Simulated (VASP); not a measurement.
Calculation: PBEsol GGA, VASP's PBE PAW potentials (set 64) (plane waves; VASP 6.6.1).

A VASP calculation is set up with these files.

INCAR:
```
# general
SYSTEM  =  Na
PREC    =  Accurate
ENCUT   =  400   # plane-wave cut-off (eV)
LREAL   =  .FALSE.   # projection in real space or not
LASPH   =  .TRUE.   # aspherical one-centre terms

# electronic loop
EDIFF   =  1E-7
NELM    =  100   # most electronic steps
ALGO    =  Normal

# smearing
ISMEAR  =  -5

# functional
GGA     =  PS   # PBEsol

# ions
ISIF    =  2   # forces and stress, cell fixed

# output
LWAVE   =  .FALSE.
LCHARG  =  .TRUE.
LORBIT  =  11   # lm-projected
NEDOS   =  601   # DOS grid
```

**POSCAR**
```
Na
1.0
  3.3571836295   0.0000000000   0.0000000000
  0.0000000000   3.3571836295   0.0000000000
  0.0000000000   0.0000000000   3.3571836295
Na
1
direct
  0.0000000000   0.0000000000   0.0000000000
```

File KPOINTS:
```
Automatic mesh
0
G
  12 12 12
0 0 0
```

POTCAR, in this order: Na_pv (PBE.64 set). Program: vasp_std.

For a metal the tetrahedron method with Blöchl corrections gives inexact stress and forces.

What does the run give for the energy per atom (σ→0), band gap (on the k-mesh)?

```yaml
energy per atom (σ→0): -1.278 eV/atom
band gap (on the k-mesh): none (metal, semimetal or under 0.01 eV)
```

**OSZICAR**
```
...
DAV:   5    -0.128250964425E+01   -0.51868E-04   -0.51857E-04  1540   0.236E-01    0.260E-01
DAV:   6    -0.127963412455E+01    0.28755E-02   -0.36290E-03  1288   0.115E+00    0.162E-01
DAV:   7    -0.127825440278E+01    0.13797E-02   -0.39112E-03  1407   0.104E+00    0.492E-02
DAV:   8    -0.127815167347E+01    0.10273E-03   -0.30465E-04  1288   0.413E-01    0.365E-03
DAV:   9    -0.127815200869E+01   -0.33522E-06   -0.96560E-07  1407   0.152E-02    0.167E-03
DAV:  10    -0.127815183656E+01    0.17213E-06   -0.98531E-08  1330   0.287E-03    0.189E-04
DAV:  11    -0.127815182758E+01    0.89741E-08   -0.33428E-09   693   0.116E-03
   1 F= -.12781518E+01 E0= -.12781518E+01  d E =0.000000E+00
```

The structure was generated: Na was put into the simple-cubic type (Pm-3m), which need not be its known phase. It was relaxed first, which changed the volume by -11 %.
